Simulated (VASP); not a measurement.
Input:

```xyz
2
Lattice="3.2118 -1.8249 -0.1113 3.2118 1.8249 -0.1113 2.2796 0.0000 2.9089" Properties=species:S:1:pos:R:3 pbc="T T T"
As     2.0785     0.0000     0.6415
As     6.6247     0.0000     2.0447
```

The numbers are results of PBE GGA, VASP's PBE PAW potentials (set 64) (plane waves; VASP 6.6.1), not measurements. Settings: 500 eV cut-off, 12×12×12 Γ-centred mesh, first-order Methfessel-Paxton smearing of 0.10 eV, potentials As.

Q: Predict the energy per atom (σ→0), pressure, band gap (on the k-mesh) with the smallest direct gap where there is one.

A: 
| Property | Result |
|---|---|
| band gap (on the k-mesh) | none (metal, semimetal or under 0.01 eV) |
| energy per atom (σ→0) | -4.438 eV/atom |
| pressure | 19.87 GPa |

Total energies compare only between runs with the same potentials, cut-off and functional.

The compound is As in the a7 structure. It was relaxed first under an external pressure of 20 GPa.
